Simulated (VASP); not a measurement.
All values below come from PBE GGA, VASP's PBE PAW potentials (set 64) (plane waves; VASP 6.6.1).

VASP input:

KPOINTS:
```
Automatic mesh
0
gamma
  4 4 1
0 0 0
```

**POSCAR**
```
SnSe2
1.0
  3.8124630000   0.0000000000   0.0000000000
 -1.9062310000   3.3016900000   0.0000000000
  0.0000000000   0.0000000000  17.0997360000
Sn Se
1 2
Cart
  0.0215880652  -0.0433280779   8.5740128272
 -0.0074358714   2.2297600229  10.0169569499
  1.8920798062   1.1152580550   7.0586342229
```

**INCAR**
```
SYSTEM = SnSe2
PREC = Accurate
ENCUT = 300
EDIFF = 1E-6
NELM = 100
ALGO = Normal
LREAL = .FALSE.
LASPH = .TRUE.
ISMEAR = 0
SIGMA = 0.1
GGA = PE
LMAXMIX = 4
LWAVE = .FALSE.
LCHARG = .FALSE.
ISIF = 2
```

POTCAR, in this order: Sn_d Se (PBE.64 set). Program: vasp_std.

The cell holds a wide vacuum, so values per volume refer to the whole cell.

Q: What does the run give for the energy per atom (σ→0), largest force?

A: 
| Property | Result |
|---|---|
| energy per atom (σ→0) | -3.842 eV/atom |
| largest force | 0.06781 Ry/bohr |

### OSZICAR
```
...
DAV:  14    -0.115264941287E+02   -0.20254E-04   -0.17803E-06   398   0.529E-03    0.295E-03
DAV:  15    -0.115265249558E+02   -0.30827E-04   -0.51345E-06   385   0.779E-03    0.152E-03
DAV:  16    -0.115265327815E+02   -0.78257E-05   -0.24070E-07   416   0.216E-03    0.926E-04
DAV:  17    -0.115265495452E+02   -0.16764E-04   -0.31037E-07   337   0.247E-03    0.781E-04
DAV:  18    -0.115265536562E+02   -0.41111E-05   -0.54008E-08   383   0.853E-04    0.393E-04
DAV:  19    -0.115265565625E+02   -0.29063E-05   -0.64537E-08   325   0.930E-04    0.106E-04
DAV:  20    -0.115265567913E+02   -0.22881E-06   -0.34608E-09   310   0.356E-04
   1 F= -.11526557E+02 E0= -.11526557E+02  d E =-.119830E-11
```

The cell is a sheet with vacuum, built from a generated structure.
